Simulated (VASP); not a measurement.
Given:

```
CELL_PARAMETERS angstrom
      3.76142     0.00000     0.00000
     -1.88071     3.25748     0.00000
      0.00000     0.00000     6.24251
ATOMIC_POSITIONS crystal
  Mg 0.00000 0.00000 0.00000
  Br 0.33333 0.66667 0.23348
  Br 0.66667 0.33333 0.76652
```

Level of theory: LDA (Ceperley-Alder, Perdew-Zunger), VASP's LDA PAW potentials (set 64) (plane waves; VASP). Numerical set-up: 300 eV cut-off, 10×10×6 Γ-centred mesh, Gaussian smearing of 0.010 eV, potentials Mg Br.

Problem. Estimate the energy per atom (σ→0), largest force.

Solution. 
* **energy per atom (σ→0)**: -3.558 eV/atom
* **largest force**: 0.00990 Ry/bohr

The structure comes from a computed database's MgBr2 entry (P-3m1); how it stands against other phases isn't given here. The cell was not relaxed at this level.
